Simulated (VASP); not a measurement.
An input for Ansatz (written as the equivalent of a VASP run, and not itself run):

Ansatz 0.2 input:
```yaml
crystal:
  lattice:
    - [4.1341332, 0.0000000, 0.0000000]
    - [-2.0670666, 3.5802642, 0.0000000]
    - [0.0000000, 0.0000000, 28.6127017]
  atoms:
    - { symbol: Bi, position: [0.3333330, 0.6666670, 0.2665082] }
    - { symbol: Bi, position: [0.3333330, 0.6666670, 0.0668258] }
    - { symbol: Bi, position: [0.0000000, 0.0000000, 0.5998412] }
    - { symbol: Bi, position: [0.0000000, 0.0000000, 0.4001588] }
    - { symbol: Bi, position: [0.6666670, 0.3333330, 0.9331742] }
    - { symbol: Bi, position: [0.6666670, 0.3333330, 0.7334918] }
    - { symbol: Se, position: [0.0000000, 0.0000000, 0.0000000] }
    - { symbol: Se, position: [0.6666670, 0.3333330, 0.1218199] }
    - { symbol: Se, position: [0.0000000, 0.0000000, 0.2115131] }
    - { symbol: Se, position: [0.6666670, 0.3333330, 0.3333330] }
    - { symbol: Se, position: [0.3333330, 0.6666670, 0.4551539] }
    - { symbol: Se, position: [0.6666670, 0.3333330, 0.5448461] }
    - { symbol: Se, position: [0.3333330, 0.6666670, 0.6666670] }
    - { symbol: Se, position: [0.0000000, 0.0000000, 0.7884869] }
    - { symbol: Se, position: [0.3333330, 0.6666670, 0.8781801] }
kpoints:
  mp_grid: { grid: [6, 6, 1] }
hamiltonian:
  xc: pbesol
  pseudopotentials: { kind: paw }
scf:
  occupations: { method: gaussian, width: 0.05 }
  max_iter: 100
relax:
  max_steps: 60
  f_tol: 0.02
  cell: {}
output: { forces: true, stress: true, eigenvalues: true }
```

Task: Translate this input to VASP (INCAR, KPOINTS, POSCAR, choice of POTCAR).

Result: Several could match; the one computed here: 
### INCAR
```
ENCUT = 480   ! plane-wave cut-off (eV)
LMAXMIX = 4   ! l cut-off of mixed one-centre charges
LCHARG = .FALSE.
ISIF = 3   ! ions, shape and volume
EDIFFG = -0.02   ! ionic stop
SIGMA = 0.05
LASPH = .TRUE.   ! aspherical one-centre terms
LWAVE = .FALSE.
EDIFF = 1E-6
NSW = 60
GGA = PS   ! PBEsol
SYSTEM = Bi2Se3
IBRION = 2
ISMEAR = 0   ! Gaussian
LREAL = Auto
NELM = 100   ! most electronic steps
PREC = Accurate
ALGO = Normal
```

**POSCAR**
```
Bi2Se3
1
    4.1341331511     0.0000000000     0.0000000000
   -2.0670665755     3.5802641605     0.0000000000
    0.0000000000    -0.0000000000    28.6127017473
Bi Se
6 9
Direct
  0.3333330000   0.6666670000   0.2665082362
  0.3333330000   0.6666670000   0.0668257638
  0.0000000000   0.0000000000   0.5998412362
  0.0000000000   0.0000000000   0.4001587638
  0.6666670000   0.3333330000   0.9331742362
  0.6666670000   0.3333330000   0.7334917638
  0.0000000000   0.0000000000   0.0000000000
  0.6666670000   0.3333330000   0.1218198815
  0.0000000000   0.0000000000   0.2115131185
  0.6666670000   0.3333330000   0.3333330000
  0.3333330000   0.6666670000   0.4551538815
  0.6666670000   0.3333330000   0.5448461185
  0.3333330000   0.6666670000   0.6666670000
  0.0000000000   0.0000000000   0.7884868815
  0.3333330000   0.6666670000   0.8781801185
```

**KPOINTS**
```
Automatic mesh
0
Gamma
6 6 1
0 0 0
```

POTCAR, in this order: Bi_d Se (PBE.64 set). Program: vasp_std.

What does not carry over: each code has its own PAW files, so the cut-off isn't converted (ENCUT is set for VASP's; basis.ecutwfc is left out, and Ansatz then takes the one that its files recommend); Ansatz stops its SCF on the density residual and VASP on the energy change (EDIFF).

The compound is Bi2Se3 in the tetradymite structure. This run relaxes it. Symmetry was kept, so distortions that lower it aren't found. The start is the result of an earlier pass.
